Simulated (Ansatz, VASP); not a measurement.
SrMg6Mn: VASP beside Ansatz

```
Sr Mn Mg
1.0
     5.09484    0.00000    0.00000
     0.00000    3.26986    5.65363
     0.00000   -3.26986    5.65363
Sr Mn Mg
1 1 6
Direct
  0.00000 0.33367 0.33367
  0.00000 0.84683 0.84683
  0.50000 0.15388 0.15388
  0.50000 0.67917 0.67917
  0.50000 0.69287 0.13301
  0.50000 0.13301 0.69287
  0.00000 0.83497 0.32560
  0.00000 0.32560 0.83497
```

The cell comes from a database or a generator and needn't be the stable form of this composition.

Alike in both runs: task single point; functional PBE; k mesh 5 × 5 × 5; occupations fermi-dirac, width 0.05 eV; collinear spin, ferromagnetic start.

|  | VASP | Ansatz |
| --- | --- | --- |
| version | VASP 6.6.1 | Ansatz 0.2.0 |
| potentials or method | VASP PAW PBE potentials, release 64 (Sr_sv, Mn_pv, Mg) | Ansatz PAW |
| plane-wave cutoff (eV) | 520 | 420 |
| valence electrons in the cell | 35 | 85 |

Ansatz gave:

```
gap on the k mesh at the Fermi level (eV)                     : none
pressure (GPa)                                                : 2.3
largest component of the traceless stress (GPa)               : 0.18
rms of the force components (eV/Å)                            : 0.112
net moment per atom (μB)                                      : 0.48
size of the moment on the site where the two differ most (μB) : 3.90
```

Task: Estimate VASP's values.

Result: gap on the k mesh at the Fermi level (eV): none; pressure (GPa): 2.2; largest component of the traceless stress (GPa): 0.19; rms of the force components (eV/Å): 0.112; net moment per atom (μB): 0.48; size of the moment on the site where the two differ most (μB): 3.77.

Site moments also hang on the region over which each program counts them. Atom by atom the forces differ by 0.001 eV/Å (rms over components). A gap of «none» marks a metal or a gap that the smearing closes. The two sets of potentials don't hold the same shells in valence.
